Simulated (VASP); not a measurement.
```xyz
3
Lattice="2.0579 -3.5644 0.0000 2.0579 3.5644 0.0000 0.0000 0.0000 5.0589" Properties=species:S:1:pos:R:3 pbc="T T T"
Se     0.4959     0.8590     3.3726
Se     3.1239     0.0000     0.0000
Se     0.4959    -0.8590     1.6863
```

Calculation: optB88-vdW, VASP's PBE PAW potentials (set 64) (plane waves; VASP). Numerical set-up: 520 eV cut-off, 6×6×5 Γ-centred mesh, Gaussian smearing of 0.050 eV, potentials Se.

Q: The ions and cell shape at fixed volume are relaxed. Give the cell that the relaxation ends in.

A: 
```xyz
3
Lattice="2.0342 -3.5234 0.0000 2.0342 3.5234 0.0000 0.0000 0.0000 5.1774" Properties=species:S:1:pos:R:3 pbc="T T T"
Se     2.5442    -2.6400     3.4516
Se     3.0484     0.0000     0.0000
Se     2.5442     2.6400     1.7258
```
Space group P3_121 (152), at a tolerance of 0.03 Å.

Q: How much energy does the relaxation gain?

A: The energy (σ→0) changes by -12.3 meV/atom, in 7 ionic steps.

```csv
step,E(σ→0) (eV),max force (eV/Å),pressure (GPa),volume (Å³)
1,-5.5367,0.488,4.14,74.22
2,-5.5662,0.181,2.66,74.22
3,-5.5730,0.034,1.53,74.22
4,-5.5730,0.023,1.59,74.22
5,-5.5734,0.016,1.57,74.22
6,-5.5735,0.006,1.51,74.22
7,-5.5736,0.003,1.53,74.22
```

The compound is Se in the trig structure. This cell is one point of a volume scan, at 0.94 of the reference volume. Symmetry was kept, so distortions that lower it aren't found.
